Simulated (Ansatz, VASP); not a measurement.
# Al in two plane-wave programs, part 2 of 2

One calculation is typed for both programs; each brings its own data sets. How far apart do they land? Of the first pair: The structure shown is the start of the Ansatz relaxation below; VASP solves that cell, so the two are compared at the walk's first step.

VASP 6.6.1 and Ansatz 0.2.0.

So far. Step 4 (Side by side): The forces differ by 1.8 meV/Å r.m.s., which is 2.7 % of the r.m.s. force of 0.067 eV/Å (both taken over all components). With vacuum in the cell, a pressure given here is an average over mostly empty space and none of the material.

### 5. Ansatz: single point, PBEsol, pair 2

Level of this step: Ansatz beside VASP: Kohn-Sham DFT, plane waves, PBEsol (Ansatz).

A single point gives forces, pressure and levels at one fixed geometry, so differences don't come from the geometry; what else differs is listed under the comparison.

The cell is taken from a series of runs on this material, whose earlier steps may have relaxed, scaled, displaced or heated it; both programs get it as it stands.

File input.yaml:

```yaml
crystal:
  lattice:
    - [2.8637824638, 0.0, 0.0]
    - [0.0, 2.8637824638, 0.0]
    - [0.0, 0.0, 20.075]
  atoms:
    - { symbol: Al, position: [0.0, 0.0, 0.6539909556] }
    - { symbol: Al, position: [0.5, 0.5, 0.550435866] }
    - { symbol: Al, position: [0.0, 0.0, 0.449564134] }
    - { symbol: Al, position: [0.5, 0.5, 0.3460090444] }
kpoints:
  mp_grid: { grid: [14, 14, 1] }
scf:
  occupations: { method: fermi_dirac, width: 0.05 }
  n_extra_bands: 8
hamiltonian:
  xc: pbesol
  pseudopotentials: { kind: paw, azcp: { folder: soft_1 }, xc_functional: pbe }
output:
  forces: true
  write_potential: true
  volumetric_format: []
  dos:
    projected: true
    de: 0.05
    e_range: [-30, 12]
    method: { smearing: { sigma: 0.15, scheme: gaussian } }
  eigenstates:
    kpoints:
      - [0.5, 0.5, 0.0]
      - [0.475, 0.475, 0.0]
      - [0.45, 0.45, 0.0]
      - [0.425, 0.425, 0.0]
      - [0.4, 0.4, 0.0]
      - [0.375, 0.375, 0.0]
      - [0.35, 0.35, 0.0]
      - [0.325, 0.325, 0.0]
      - [0.3, 0.3, 0.0]
      - [0.275, 0.275, 0.0]
      - [0.25, 0.25, 0.0]
      - [0.225, 0.225, 0.0]
      - [0.2, 0.2, 0.0]
      - [0.175, 0.175, 0.0]
      - [0.15, 0.15, 0.0]
      - [0.125, 0.125, 0.0]
      - [0.1, 0.1, 0.0]
      - [0.075, 0.075, 0.0]
      - [0.05, 0.05, 0.0]
      - [0.025, 0.025, 0.0]
      - [0.0, 0.0, 0.0]
      - [0.03571429, 0.0, 0.0]
      - [0.07142857, 0.0, 0.0]
      - [0.10714286, 0.0, 0.0]
      - [0.14285714, 0.0, 0.0]
      - [0.17857143, 0.0, 0.0]
      - [0.21428571, 0.0, 0.0]
      - [0.25, 0.0, 0.0]
      - [0.28571429, 0.0, 0.0]
      - [0.32142857, 0.0, 0.0]
      - [0.35714286, 0.0, 0.0]
      - [0.39285714, 0.0, 0.0]
      - [0.42857143, 0.0, 0.0]
      - [0.46428571, 0.0, 0.0]
      - [0.5, 0.0, 0.0]
      - [0.5, 0.03571429, 0.0]
      - [0.5, 0.07142857, 0.0]
      - [0.5, 0.10714286, 0.0]
      - [0.5, 0.14285714, 0.0]
      - [0.5, 0.17857143, 0.0]
      - [0.5, 0.21428571, 0.0]
      - [0.5, 0.25, 0.0]
      - [0.5, 0.28571429, 0.0]
      - [0.5, 0.32142857, 0.0]
      - [0.5, 0.35714286, 0.0]
      - [0.5, 0.39285714, 0.0]
      - [0.5, 0.42857143, 0.0]
      - [0.5, 0.46428571, 0.0]
    e_range: [-8.0, 4.0]
    unfold:
      supercell_matrix: [[1, 0, 0], [0, 1, 0], [0, 0, 1]]
      layers:
        axis: 3
        edges: [0.146757, 0.422845, 0.576736, 0.576836, 0.853243]
```

Command:

```sh
$ ansatz run input.yaml --threads 4 --pin off --max-ram 11264MiB --backend cpu --events-out ev --progress --plain --runs-dir out
```

Numbers of over 12 decimals in the logs are rounded to 6 here.

Output:

```text
[...]
Crystal: 4 atoms, lattice volume = 164.640 Å³
Basis set: ecut = 420 eV, 3239 PW (Γ), exchange–correlation on 40×40×270 points (8 copies of the dense FFT grid, shifted against one another)
Bands: 14, of which v1, the nominal top of the filled ones, is band 6 counted from 1 (5 counted from 0)
Symmetry: 16 space group operations
[...]
k-points: 36 of 196
[...]
--- Band table (eV; the first three rows and the last of 36) ---
  k-point 0: bands = [... 2 lower, -6.4839, -3.7028, -1.3879, 1.9803, 4.0454, 5.2195, 5.3988, 6.3759, ... 4 higher]
  k-point 1: bands = [... 2 lower, -6.3938, -3.6131, -1.3025, 2.0644, 4.1350, 4.6671, 5.3143, 5.4817, ... 4 higher]
  k-point 2: bands = [... 2 lower, -6.1239, -3.3447, -1.0469, 2.2588, 2.7669, 3.9897, 4.4308, 5.5817, ... 4 higher]
  k-point 35: bands = [... 2 lower, -0.4563, -0.4563, -0.4460, -0.4460, 0.9972, 0.9972, 1.4144, 1.4144, ... 4 higher]
[key lines of the parts left out:]
SCF converged after 8 iterations
Free energy (F): -2097.015258 eV
Fermi energy:    0.694481 eV
```

### 6. VASP: single point, PBEsol, pair 2

The same cell, functional, mesh and smearing now go to VASP, with its own data sets.

File INCAR:

```
SYSTEM = Al
PREC = Accurate
ENCUT = 400
EDIFF = 1E-06
NELM = 120
ISMEAR = -1
SIGMA = 0.05
LREAL = .FALSE.
ALGO = Normal
GGA = PS
NBANDS = 12
LORBIT = 11
LWAVE = .FALSE.
LCHARG = .FALSE.
ISIF = 2
LASPH = .TRUE.
GGA_COMPAT = .FALSE.
```

File POSCAR:

```
Al
1.0
    2.8637824638      0.0000000000      0.0000000000
    0.0000000000      2.8637824638      0.0000000000
    0.0000000000      0.0000000000     20.0750000000
Al
4
Direct
    0.0000000000      0.0000000000      0.6539909556
    0.5000000000      0.5000000000      0.5504358660
    0.0000000000      0.0000000000      0.4495641340
    0.5000000000      0.5000000000      0.3460090444
```

File KPOINTS:

```
Automatic mesh
0
Gamma
14 14 1
0 0 0
```

Potentials, in the order of the species: Al (PBE family, release 64).

Command:

```sh
$ mpirun -np 1 vasp_std
```

Output:

```text
[banner, memory and clock lines left out]
running    1 mpi-ranks, on    1 nodes
[...]
[... a notice as in an earlier step ...]

 LDA part: xc-table for (Slater+PW92), standard interpolation
 POSCAR, INCAR and KPOINTS ok, starting setup
[...]
entering main loop
       N       E                     dE             d eps       ncg     rms          rms(c)
DAV:   1     0.198707991673E+02    0.19871E+02   -0.33868E+03   864   0.577E+02
DAV:   2    -0.143844628000E+02   -0.34255E+02   -0.32468E+02  1260   0.971E+01
DAV:   3    -0.157836776779E+02   -0.13992E+01   -0.13676E+01  1168   0.190E+01
DAV:   4    -0.158272198400E+02   -0.43542E-01   -0.43516E-01  1200   0.424E+00
[...]
DAV:  18    -0.151889345847E+02   -0.19881E-04   -0.19960E-06   820   0.469E-03    0.168E-03
DAV:  19    -0.151889366357E+02   -0.20511E-05   -0.10855E-07   724   0.162E-03    0.594E-04
DAV:  20    -0.151889369299E+02   -0.29421E-06   -0.22829E-08   672   0.880E-04
   1 F= -.15188937E+02 E0= -.15177146E+02  d E =-.235828E-01
```

From OUTCAR (step 6):

```text
  Total       -2.7769086     -2.7769086     -0.2411993      0.0000000      0.0000000      0.0000000
  in kB      -27.0231864    -27.0231864     -2.3472046      0.0000000      0.0000000      0.0000000
  external PRESSURE =     -18.7978591 kB  Pullay stress =       0.0000000 kB

 POSITION                                       TOTAL-FORCE (eV/Angst)
 -----------------------------------------------------------------------------------
      0.00000      0.00000     13.12887        -0.000000      0.000000     -0.097026
      1.43189      1.43189     11.05000         0.000000      0.000000      0.183396
      0.00000      0.00000      9.02500         0.000000     -0.000000     -0.183396
      1.43189      1.43189      6.94613         0.000000      0.000000      0.097026
 -----------------------------------------------------------------------------------
    total drift:                               -0.000000      0.000000     -0.000000

  FREE ENERGIE OF THE ION-ELECTRON SYSTEM (eV)
  ---------------------------------------------------
  free  energy   TOTEN  =       -15.1889369299 eV

  energy  without entropy=      -15.1653540850  energy(sigma->0) =      -15.17714551

[... 1 part as in an earlier step ...]

[... 2 further parts left out ...]
[key lines of the parts left out:]
E-fermi :   0.7250
```

### 7. Side by side

Forces (eV/Å; atoms numbered as in POSCAR):

```tsv
atom	Ansatz x, y, z	VASP x, y, z
Al1	0.000, 0.000, -0.102	0.000, 0.000, -0.097
Al2	0.000, 0.000, 0.183	0.000, 0.000, 0.183
Al3	0.000, 0.000, -0.183	0.000, 0.000, -0.183
Al4	0.000, 0.000, 0.102	0.000, 0.000, 0.097
```

The forces differ by 2.1 meV/Å r.m.s., which is 2.4 % of the r.m.s. force of 0.085 eV/Å (both taken over all components). With vacuum in the cell, a pressure given here is an average over mostly empty space and none of the material.

### 8. Summary of results

```yaml
r_m_s_force_difference_single_point_pbesol_start_cell_pair_1: 1.8 meV/Å
r_m_s_force_difference_single_point_pbesol_pair_2: 2.1 meV/Å
```

The r.m.s. force difference is 2.1 meV/Å (single point, PBEsol, pair 2), within the 12 meV/Å picked in this series as the mark of a large difference. 1 further run of this series is not shown here. Such differences can come from data sets, numerical settings and the points named under the comparisons, not from the functional's error against experiment.

[Lines on the potential files, build, host, timing and source positions are cut from VASP's logs without a mark.]

[Logs are printed without paths, hosts, clocks, repeated set-up lines and the standing remarks that a program may print on its own settings, such as how far it seeks lower states.]

[Hosts, paths, dates, database ids (printed as entryN), source tags and the programs' standing remarks are cut or masked in the printed files.]
